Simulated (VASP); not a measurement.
```
AlFe
1.0
    2.91000     0.00000     0.00000
    0.00000     2.91000     0.00000
    0.00000     0.00000     2.91000
Al Fe
1 1
Direct
  0.50000   0.50000   0.50000
  0.00000   0.00000   0.00000
```

Method: revTPSS meta-GGA, VASP's PBE PAW potentials (set 64) (plane waves; VASP). Settings: 520 eV cut-off, 11×11×11 Γ-centred mesh, first-order Methfessel-Paxton smearing of 0.10 eV, potentials Al Fe.

Energy and stress use the plane-wave basis of the starting cell.

Question: The ions, cell shape and volume are relaxed. Predict the relaxed structure.

Answer: 
```
AlFe
1.0
    2.84020     0.00000     0.00000
    0.00000     2.84020     0.00000
    0.00000     0.00000     2.84020
Al Fe
1 1
Direct
  0.50000   0.50000   0.50000
  0.00000   0.00000   0.00000
```
Space group Pm-3m (221), at a tolerance of 0.03 Å.

Question: How do energy and volume change from the first to the last step?

Answer: The energy (σ→0) changes by -35.3 meV/atom and the volume by -7.0 %, in 7 ionic steps.

```tsv
step	E(σ→0) (eV)	max force (eV/Å)	pressure (GPa)	volume (Å³)
1	-11.6174	0.000	-12.54	24.64
2	-11.6152	0.000	16.10	21.36
3	-11.6881	0.000	-0.23	22.94
4	-11.6881	0.000	0.18	22.91
5	-11.6881	0.000	-0.40	22.94
6	-11.6881	0.000	-0.16	22.92
7	-11.6881	0.000	0.10	22.91
```

The compound is FeAl in the CsCl type structure. This run relaxes it. Symmetry was kept, so distortions that lower it aren't found. The run is not spin-polarised, so no magnetic state was tried. The electron count is odd and the run is not spin-polarised, which forces a metal.
